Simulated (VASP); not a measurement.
OSZICAR of a VASP run on Pd$_{16}$F:

### OSZICAR
```
...
DAV:   9    -0.843102877318E+02    0.35901E+01   -0.11757E+01  1508   0.301E+01    0.154E+01
DAV:  10    -0.823947554774E+02    0.19155E+01   -0.10703E+01  1340   0.147E+01    0.883E+00
DAV:  11    -0.815872052369E+02    0.80755E+00   -0.25899E+00  1284   0.887E+00    0.385E+00
DAV:  12    -0.816288958052E+02   -0.41691E-01   -0.15202E+00  1300   0.552E+00    0.408E+00
DAV:  13    -0.815132367780E+02    0.11566E+00   -0.24276E-01  1276   0.329E+00    0.261E+00
DAV:  14    -0.814720506866E+02    0.41186E-01   -0.21497E-01  1312   0.224E+00    0.156E+00
DAV:  15    -0.814711542894E+02    0.89640E-03   -0.10817E-01  1324   0.151E+00    0.157E+00
DAV:  16    -0.814568200181E+02    0.14334E-01   -0.26493E-02  1288   0.866E-01    0.100E+00
DAV:  17    -0.814535315268E+02    0.32885E-02   -0.33294E-02  1320   0.891E-01    0.727E-01
DAV:  18    -0.814501593641E+02    0.33722E-02   -0.10503E-02  1312   0.650E-01    0.370E-01
DAV:  19    -0.814492790759E+02    0.88029E-03   -0.37883E-03  1288   0.411E-01    0.239E-01
DAV:  20    -0.814488319685E+02    0.44711E-03   -0.16778E-03  1328   0.241E-01    0.137E-01
DAV:  21    -0.814486542641E+02    0.17770E-03   -0.73495E-04  1284   0.140E-01    0.777E-02
DAV:  22    -0.814487051093E+02   -0.50845E-04   -0.29346E-04  1272   0.817E-02    0.432E-02
DAV:  23    -0.814488523181E+02   -0.14721E-03   -0.82134E-05  1204   0.320E-02    0.703E-02
DAV:  24    -0.814489567382E+02   -0.10442E-03   -0.84985E-05  1032   0.386E-02    0.300E-02
DAV:  25    -0.814490797205E+02   -0.12298E-03   -0.22964E-05   896   0.214E-02    0.319E-02
DAV:  26    -0.814491881482E+02   -0.10843E-03   -0.37731E-05   796   0.269E-02    0.955E-03
DAV:  27    -0.814493217336E+02   -0.13359E-03   -0.89163E-06   796   0.104E-02    0.137E-02
DAV:  28    -0.814493875707E+02   -0.65837E-04   -0.22399E-06   716   0.655E-03    0.103E-02
DAV:  29    -0.814494348317E+02   -0.47261E-04   -0.25967E-06   716   0.518E-03    0.627E-03
DAV:  30    -0.814494473711E+02   -0.12539E-04   -0.14168E-06   700   0.416E-03    0.160E-03
DAV:  31    -0.814494515156E+02   -0.41445E-05   -0.32558E-07   712   0.165E-03
   1 F= -.81449452E+02 E0= -.81443989E+02  d E =-.814495E+02
       N       E                     dE             d eps       ncg     rms          rms(c)
DAV:   1    -0.814663130578E+02   -0.16866E-01   -0.47332E+01  1200   0.202E+01    0.103E+00
DAV:   2    -0.815613599446E+02   -0.95047E-01   -0.99514E-01  1212   0.328E+00    0.131E+00
DAV:   3    -0.816381032840E+02   -0.76743E-01   -0.49090E-01  1296   0.300E+00    0.345E+00
DAV:   4    -0.815529459441E+02    0.85157E-01   -0.35146E-01  1316   0.248E+00    0.729E-01
DAV:   5    -0.815510967162E+02    0.18492E-02   -0.15920E-02  1328   0.782E-01    0.501E-01
DAV:   6    -0.815495800307E+02    0.15167E-02   -0.62014E-03  1256   0.411E-01    0.211E-01
DAV:   7    -0.815498724146E+02   -0.29238E-03   -0.34006E-03  1332   0.398E-01    0.277E-01
DAV:   8    -0.815492512861E+02    0.62113E-03   -0.15524E-03  1292   0.274E-01    0.558E-02
DAV:   9    -0.815493059933E+02   -0.54707E-04   -0.26836E-04  1324   0.936E-02    0.634E-02
DAV:  10    -0.815492986331E+02    0.73602E-05   -0.15197E-04  1292   0.772E-02    0.354E-02
DAV:  11    -0.815493430863E+02   -0.44453E-04   -0.71477E-05   932   0.418E-02    0.482E-02
DAV:  12    -0.815493567354E+02   -0.13649E-04   -0.44551E-05   772   0.361E-02    0.366E-02
DAV:  13    -0.815493865104E+02   -0.29775E-04   -0.11859E-05   732   0.168E-02    0.283E-02
DAV:  14    -0.815494039406E+02   -0.17430E-04   -0.70733E-06   744   0.136E-02    0.203E-02
DAV:  15    -0.815494183731E+02   -0.14432E-04   -0.24421E-06   724   0.737E-03    0.172E-02
DAV:  16    -0.815494420239E+02   -0.23651E-04   -0.38257E-06   740   0.651E-03    0.132E-02
DAV:  17    -0.815494615456E+02   -0.19522E-04   -0.38221E-06   764   0.506E-03    0.982E-03
DAV:  18    -0.815494689631E+02   -0.74176E-05   -0.11548E-06   740   0.301E-03
   2 F= -.81549469E+02 E0= -.81543320E+02  d E =-.100017E+00
       N       E                     dE             d eps       ncg     rms          rms(c)
DAV:   1    -0.815431451379E+02    0.63164E-02   -0.89592E+00  1212   0.889E+00    0.443E-01
DAV:   2    -0.815597371182E+02   -0.16592E-01   -0.18921E-01  1224   0.144E+00    0.281E-01
DAV:   3    -0.815624453113E+02   -0.27082E-02   -0.18027E-02  1304   0.673E-01    0.647E-01
DAV:   4    -0.815622184908E+02    0.22682E-03   -0.24199E-02  1304   0.699E-01    0.583E-01
DAV:   5    -0.815596352870E+02    0.25832E-02   -0.10935E-02  1312   0.520E-01    0.196E-01
DAV:   6    -0.815599095369E+02   -0.27425E-03   -0.18746E-03  1312   0.263E-01    0.254E-01
DAV:   7    -0.815594004127E+02    0.50912E-03   -0.14021E-03  1300   0.244E-01    0.895E-02
DAV:   8    -0.815593802074E+02    0.20205E-04   -0.36705E-04  1276   0.845E-02    0.498E-02
DAV:   9    -0.815593698385E+02    0.10369E-04   -0.10117E-04  1160   0.551E-02    0.235E-02
DAV:  10    -0.815593842473E+02   -0.14409E-04   -0.32999E-05   732   0.294E-02    0.201E-02
DAV:  11    -0.815593895391E+02   -0.52918E-05   -0.14971E-05   728   0.242E-02
   3 F= -.81559390E+02 E0= -.81552945E+02  d E =-.109938E+00
       N       E                     dE             d eps       ncg     rms          rms(c)
DAV:   1    -0.815612458030E+02   -0.18616E-02   -0.30015E+00  1200   0.526E+00    0.268E-01
DAV:   2    -0.815830744679E+02   -0.21829E-01   -0.11069E-01  1252   0.133E+00    0.147E+00
DAV:   3    -0.815672277051E+02    0.15847E-01   -0.58886E-02  1268   0.111E+00    0.252E-01
DAV:   4    -0.815676219885E+02   -0.39428E-03   -0.74911E-03  1308   0.491E-01    0.335E-01
DAV:   5    -0.815668816740E+02    0.74031E-03   -0.12696E-03  1296   0.243E-01    0.153E-01
DAV:   6    -0.815669396363E+02   -0.57962E-04   -0.85673E-04  1268   0.163E-01    0.165E-01
DAV:   7    -0.815667807475E+02    0.15889E-03   -0.70090E-04  1276   0.147E-01    0.501E-02
DAV:   8    -0.815667867352E+02   -0.59877E-05   -0.19781E-04  1280   0.753E-02    0.469E-02
DAV:   9    -0.815667808579E+02    0.58772E-05   -0.70668E-05   836   0.433E-02
   4 F= -.81566781E+02 E0= -.81560194E+02  d E =-.739132E-02
       N       E                     dE             d eps       ncg     rms          rms(c)
DAV:   1    -0.815570140768E+02    0.97727E-02   -0.84769E+00  1200   0.886E+00    0.464E-01
DAV:   2    -0.816233285591E+02   -0.66314E-01   -0.33999E-01  1248   0.232E+00    0.256E+00
DAV:   3    -0.815741680139E+02    0.49161E-01   -0.18365E-01  1268   0.195E+00    0.435E-01
DAV:   4    -0.815752454560E+02   -0.10774E-02   -0.21616E-02  1300   0.859E-01    0.580E-01
DAV:   5    -0.815730253877E+02    0.22201E-02   -0.37429E-03  1308   0.421E-01    0.266E-01
DAV:   6    -0.815731227971E+02   -0.97409E-04   -0.27063E-03  1280   0.279E-01    0.279E-01
DAV:   7    -0.815726396265E+02    0.48317E-03   -0.19467E-03  1284   0.244E-01    0.919E-02
DAV:   8    -0.815726299114E+02    0.97151E-05   -0.59566E-04  1268   0.127E-01    0.726E-02
DAV:   9    -0.815726100680E+02    0.19843E-04   -0.18349E-04  1276   0.695E-02    0.406E-02
DAV:  10    -0.815726116678E+02   -0.15998E-05   -0.31442E-05   840   0.352E-02
   5 F= -.81572612E+02 E0= -.81565810E+02  d E =-.132221E-01
       N       E                     dE             d eps       ncg     rms          rms(c)
DAV:   1    -0.815722469288E+02    0.36314E-03   -0.27064E-01  1200   0.159E+00    0.878E-02
DAV:   2    -0.815732501380E+02   -0.10032E-02   -0.70832E-03  1244   0.326E-01    0.249E-01
DAV:   3    -0.815730602895E+02    0.18985E-03   -0.35571E-03  1268   0.283E-01    0.193E-01
DAV:   4    -0.815728769608E+02    0.18333E-03   -0.19864E-03  1332   0.221E-01    0.129E-01
DAV:   5    -0.815727938964E+02    0.83064E-04   -0.15505E-04  1272   0.759E-02    0.641E-02
DAV:   6    -0.815727924815E+02    0.14150E-05   -0.89238E-05  1012   0.538E-02
   6 F= -.81572792E+02 E0= -.81565969E+02  d E =-.134029E-01
       N       E                     dE             d eps       ncg     rms          rms(c)
DAV:   1    -0.815695464837E+02    0.32474E-02   -0.43446E+00  1200   0.620E+00    0.301E-01
DAV:   2    -0.815841974602E+02   -0.14651E-01   -0.10491E-01  1248   0.123E+00    0.958E-01
DAV:   3    -0.815798803774E+02    0.43171E-02   -0.49601E-02  1272   0.103E+00    0.618E-01
DAV:   4    -0.815778993149E+02    0.19811E-02   -0.13897E-02  1344   0.637E-01    0.349E-01
DAV:   5    -0.815770188348E+02    0.88048E-03   -0.15254E-03  1356   0.274E-01    0.134E-01
DAV:   6    -0.815771235488E+02   -0.10471E-03   -0.13198E-03  1288   0.208E-01    0.180E-01
DAV:   7    -0.815769287891E+02    0.19476E-03   -0.11086E-03  1236   0.185E-01    0.757E-02
DAV:   8    -0.815769102980E+02    0.18491E-04   -0.31653E-04  1256   0.101E-01    0.505E-02
DAV:   9    -0.815768997663E+02    0.10532E-04   -0.13653E-04  1124   0.605E-02    0.285E-02
DAV:  10    -0.815768970454E+02    0.27208E-05   -0.25508E-05   724   0.335E-02
   7 F= -.81576897E+02 E0= -.81569590E+02  d E =-.410456E-02
       N       E                     dE             d eps       ncg     rms          rms(c)
DAV:   1    -0.815756749233E+02    0.12248E-02   -0.99670E-01  1200   0.297E+00    0.148E-01
DAV:   2    -0.815783380236E+02   -0.26631E-02   -0.22116E-02  1240   0.558E-01    0.336E-01
DAV:   3    -0.815788584537E+02   -0.52043E-03   -0.11023E-02  1264   0.497E-01    0.441E-01
DAV:   4    -0.815776150139E+02    0.12434E-02   -0.60577E-03  1328   0.384E-01    0.183E-01
DAV:   5    -0.815774176466E+02    0.19737E-03   -0.40602E-04  1324   0.130E-01    0.673E-02
DAV:   6    -0.815774372235E+02   -0.19577E-04   -0.30150E-04  1308   0.103E-01    0.844E-02
DAV:   7    -0.815773923109E+02    0.44913E-04   -0.22753E-04  1260   0.831E-02    0.263E-02
DAV:   8    -0.815773996736E+02   -0.73627E-05   -0.71192E-05   940   0.436E-02
   8 F= -.81577400E+02 E0= -.81569867E+02  d E =-.460719E-02
```

Task: Which electronic solver shows in the log?

Result: It is blocked Davidson (ALGO = Normal, or the opening steps of other solvers). The INCAR had ALGO = Normal.

Task: Can the final energy be trusted as converged?

Result: The calculation finished and met its thresholds. It stopped with EDIFF = 1E-5, NELM = 100, NSW = 50 and EDIFFG = -0.03 after 8 ionic steps (PBE GGA, plane waves, VASP's PBE PAW potentials (set 64)).

The cell is a thin slab with vacuum, built from Pd (fcc): (100) face, F adsorbed.
